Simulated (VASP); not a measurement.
Shape and ions are relaxed at each volume.

Given:

```cif
data_F4Mn2
_chemical_formula_sum 'Mn2 F4'
_space_group_name_H-M_alt 'P 1'
_space_group_IT_number 1
_cell_length_a 4.88662
_cell_length_b 4.88662
_cell_length_c 3.28909
_cell_angle_alpha 90.000
_cell_angle_beta 90.000
_cell_angle_gamma 90.000
loop_
_space_group_symop_operation_xyz
  'x, y, z'
loop_
_atom_site_label
_atom_site_type_symbol
_atom_site_fract_x
_atom_site_fract_y
_atom_site_fract_z
_atom_site_occupancy
Mn1 Mn 0.00000 0.00000 0.00000 1
Mn2 Mn 0.50000 0.50000 0.50000 1
F1 F 0.30348 0.30348 0.00000 1
F2 F 0.80348 0.19652 0.50000 1
F3 F 0.19652 0.80348 0.50000 1
F4 F 0.69652 0.69652 0.00000 1
```
Starting moments (μB, in the order of the record's atoms Mn Mn F F F F): 4.5 -4.5 0.0 0.0 0.0 0.0.

Computed with AM05 GGA, VASP's PBE PAW potentials (set 64) (plane waves; VASP). Numerical set-up: 520 eV cut-off, 5×5×7 Γ-centred mesh, Gaussian smearing of 0.050 eV, potentials Mn_pv F.

Task: Give the energy at these volumes per atom, relative to the lowest: 12.22, 12.61, 13.00, 13.39, 13.79 Å³.

Result: 17.8, 4.9, 0.0, 1.7, 8.8 meV/atom. A third-order Birch-Murnaghan fit gives B0 = 87.0 GPa and B0′ = 5.2.

The compound is MnF2 in the rutile structure. It was relaxed first.
